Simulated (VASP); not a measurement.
Output of a VASP run:

### OSZICAR
```
...
RMM:   5    -0.484928471357E+03   -0.62562E-05   -0.86379E-05   293   0.200E-02
  12 F= -.48492847E+03 E0= -.48492651E+03  d E =-.565964E-02
       N       E                     dE             d eps       ncg     rms          rms(c)
DAV:   1    -0.484928739916E+03   -0.27481E-03   -0.45767E-02   384   0.545E-01    0.640E-02
RMM:   2    -0.484928729331E+03    0.10585E-04   -0.87400E-04   320   0.734E-02    0.269E-02
RMM:   3    -0.484928722686E+03    0.66448E-05   -0.14702E-04   321   0.287E-02    0.122E-02
RMM:   4    -0.484928723330E+03   -0.64362E-06   -0.39560E-05   233   0.131E-02
  13 F= -.48492872E+03 E0= -.48492668E+03  d E =-.591162E-02
       N       E                     dE             d eps       ncg     rms          rms(c)
DAV:   1    -0.484931448251E+03   -0.27256E-02   -0.36553E-01   320   0.145E+00    0.173E-01
RMM:   2    -0.484931408533E+03    0.39718E-04   -0.77705E-03   320   0.210E-01    0.756E-02
RMM:   3    -0.484931394119E+03    0.14414E-04   -0.11147E-03   323   0.786E-02    0.417E-02
RMM:   4    -0.484931390843E+03    0.32763E-05   -0.34551E-04   321   0.367E-02    0.126E-02
RMM:   5    -0.484931395319E+03   -0.44763E-05   -0.57721E-05   252   0.154E-02
  14 F= -.48493140E+03 E0= -.48493004E+03  d E =-.267199E-02
       N       E                     dE             d eps       ncg     rms          rms(c)
DAV:   1    -0.484931517623E+03   -0.12678E-03   -0.23789E-02   384   0.368E-01    0.447E-02
RMM:   2    -0.484931517378E+03    0.24577E-06   -0.52452E-04   320   0.548E-02    0.196E-02
RMM:   3    -0.484931517266E+03    0.11132E-06   -0.78228E-05   287   0.207E-02    0.108E-02
RMM:   4    -0.484931517468E+03   -0.20159E-06   -0.23042E-05   202   0.958E-03
  15 F= -.48493152E+03 E0= -.48493030E+03  d E =-.279414E-02
       N       E                     dE             d eps       ncg     rms          rms(c)
DAV:   1    -0.484932693421E+03   -0.11762E-02   -0.31426E-01   320   0.135E+00    0.142E-01
RMM:   2    -0.484932535248E+03    0.15817E-03   -0.52276E-03   320   0.167E-01    0.628E-02
RMM:   3    -0.484932492210E+03    0.43038E-04   -0.89437E-04   323   0.656E-02    0.318E-02
RMM:   4    -0.484932496891E+03   -0.46814E-05   -0.26865E-04   324   0.308E-02    0.124E-02
RMM:   5    -0.484932498914E+03   -0.20229E-05   -0.37002E-05   231   0.131E-02
  16 F= -.48493250E+03 E0= -.48493178E+03  d E =-.981446E-03
       N       E                     dE             d eps       ncg     rms          rms(c)
DAV:   1    -0.484932523701E+03   -0.26810E-04   -0.50607E-03   384   0.171E-01    0.178E-02
RMM:   2    -0.484932520911E+03    0.27897E-05   -0.78535E-05   293   0.206E-02    0.791E-03
RMM:   3    -0.484932519765E+03    0.11463E-05   -0.11633E-05   192   0.773E-03    0.409E-03
RMM:   4    -0.484932519578E+03    0.18688E-06   -0.30772E-06   186   0.344E-03
  17 F= -.48493252E+03 E0= -.48493175E+03  d E =-.100211E-02
       N       E                     dE             d eps       ncg     rms          rms(c)
DAV:   1    -0.484933054877E+03   -0.53511E-03   -0.11194E-01   344   0.805E-01    0.868E-02
RMM:   2    -0.484933025000E+03    0.29877E-04   -0.18737E-03   320   0.100E-01    0.379E-02
RMM:   3    -0.484933010023E+03    0.14977E-04   -0.30561E-04   323   0.388E-02    0.194E-02
RMM:   4    -0.484933009488E+03    0.53480E-06   -0.94807E-05   293   0.185E-02
  18 F= -.48493301E+03 E0= -.48493231E+03  d E =-.489910E-03
```

**OUTCAR**
```
------------------------ aborting loop because EDIFF is reached ----------------------------------------
  FORCE on cell =-STRESS in cart. coord.  units (eV):
  Direction    XX          YY          ZZ          XY          YZ          ZX
  --------------------------------------------------------------------------------------
  Total      -23.0155141    -22.9838450    -23.0038736     -4.8127005     -4.8155838     -4.8541475
  in kB      -54.8867018    -54.8111784    -54.8589421    -11.4771826    -11.4840585    -11.5760241
  external PRESSURE =     -54.8522741 kB  Pullay stress =       0.0000000 kB
  volume of cell :      671.84
      direct lattice vectors                 reciprocal lattice vectors
     8.758331436  0.000000000  0.000000000     0.114176999  0.000000000  0.000000000
     0.000000000  8.758331436  0.000000000     0.000000000  0.114176999  0.000000000
     0.000000000  0.000000000  8.758331436     0.000000000  0.000000000  0.114176999
  FREE ENERGIE OF THE ION-ELECTRON SYSTEM (eV)
  ---------------------------------------------------
  free  energy   TOTEN  =      -484.9330094881 eV

  energy  without entropy=     -484.9316007098  energy(sigma->0) =     -484.93230510

 reached required accuracy - stopping structural energy minimisation
```
(Selected blocks of OUTCAR.)

**POSCAR**
```
BC32Si31
1
    8.7583314356     0.0000000000     0.0000000000
    0.0000000000     8.7583314356    -0.0000000000
   -0.0000000000    -0.0000000000     8.7583314356
Si C B
31 32 1
Direct
  0.5000000000   0.0000000000   0.0000000000
  0.7500000000   0.2500000000   0.0000000000
  0.7500000000   0.0000000000   0.2500000000
  0.0000000000   0.0000000000   0.0000000000
  0.2500000000   0.2500000000   0.0000000000
  0.5000000000   0.5000000000   0.0000000000
  0.7500000000   0.7500000000   0.0000000000
  0.2500000000   0.0000000000   0.2500000000
  0.5023210000   0.2556390000   0.2515680000
  0.7443200000   0.4950950000   0.2507830000
  0.5000000000   0.0000000000   0.5000000000
  0.7451240000   0.2475020000   0.4952490000
  0.7500000000   0.0000000000   0.7500000000
  0.0000000000   0.5000000000   0.0000000000
  0.2500000000   0.7500000000   0.0000000000
  0.0000000000   0.2500000000   0.2500000000
  0.2495340000   0.5005020000   0.2508780000
  0.5017060000   0.7554790000   0.2524830000
  0.0000000000   0.0000000000   0.5000000000
  0.2445250000   0.2455440000   0.4970800000
  0.7537180000   0.7494700000   0.5012080000
  0.2500000000   0.0000000000   0.7500000000
  0.5046120000   0.2502240000   0.7550110000
  0.7477730000   0.4970010000   0.7488680000
  0.0000000000   0.7500000000   0.2500000000
  0.0000000000   0.5000000000   0.5000000000
  0.2467700000   0.7485650000   0.4992440000
  0.0000000000   0.2500000000   0.7500000000
  0.2448210000   0.4976280000   0.7448060000
  0.5043120000   0.7546730000   0.7494530000
  0.0000000000   0.7500000000   0.7500000000
  0.6250000000   0.1250000000   0.1250000000
  0.8750000000   0.3750000000   0.1250000000
  0.8750000000   0.1250000000   0.3750000000
  0.1250000000   0.1250000000   0.1250000000
  0.3750000000   0.3750000000   0.1250000000
  0.6250000000   0.6250000000   0.1250000000
  0.8750000000   0.8750000000   0.1250000000
  0.3750000000   0.1250000000   0.3750000000
  0.6194760000   0.3708670000   0.3766670000
  0.8750000000   0.6250000000   0.3750000000
  0.6250000000   0.1250000000   0.6250000000
  0.8750000000   0.3750000000   0.6250000000
  0.8750000000   0.1250000000   0.8750000000
  0.1250000000   0.6250000000   0.1250000000
  0.3750000000   0.8750000000   0.1250000000
  0.1250000000   0.3750000000   0.3750000000
  0.3696710000   0.6215410000   0.3722810000
  0.6250000000   0.8750000000   0.3750000000
  0.1250000000   0.1250000000   0.6250000000
  0.3790660000   0.3693880000   0.6206950000
  0.6282760000   0.6215820000   0.6243370000
  0.8750000000   0.8750000000   0.6250000000
  0.3750000000   0.1250000000   0.8750000000
  0.6250000000   0.3750000000   0.8750000000
  0.8750000000   0.6250000000   0.8750000000
  0.1250000000   0.8750000000   0.3750000000
  0.1250000000   0.6250000000   0.6250000000
  0.3750000000   0.8750000000   0.6250000000
  0.1250000000   0.3750000000   0.8750000000
  0.3750000000   0.6250000000   0.8750000000
  0.6250000000   0.8750000000   0.8750000000
  0.1250000000   0.8750000000   0.8750000000
  0.4976020000   0.5004570000   0.4955750000
```

Question: Write an INCAR and KPOINTS that could have produced this output.

Answer: This is not unique; one that fits is the input of the run itself, PBE GGA, plane waves, VASP's PBE PAW potentials (set 64).

KPOINTS:
```
Automatic mesh
0
Gamma
1 1 1
0 0 0
```

INCAR:
```
NELM=100   # most electronic steps
SIGMA=0.05   # width (eV)
GGA=PE   # PBE
NSW=60   # most ionic steps
ENCUT=400   # plane-wave cut-off (eV)
ISMEAR=0
EDIFF=1E-5
PREC=Normal
NELMIN=4
LCHARG=.FALSE.
ISIF=2   # forces and stress, cell fixed
IBRION=2
NELECT=254.0
SYSTEM=BC32Si31
ALGO=Fast   # Davidson, then RMM-DIIS
LASPH=.TRUE.   # aspherical one-centre terms
LWAVE=.TRUE.
ISYM=0
LREAL=Auto   # projection in real space or not
EDIFFG=-0.03
```

POTCAR, in this order: Si C B (PBE.64 set). Program: vasp_gam.

At this cut-off the stress carries a Pulay error, which pulls relaxed volumes low. The cell is charged, with a uniform compensating background. The supercell is sampled at Γ alone, which is coarse: total energies, pressure and levels can be off, energies of defects by several tenths of an eV.

The cell is a supercell with a defect, built from SiC (zinc blende): B_Si, charge +1. The run is not spin-polarised, so no state with unpaired spins was tried.
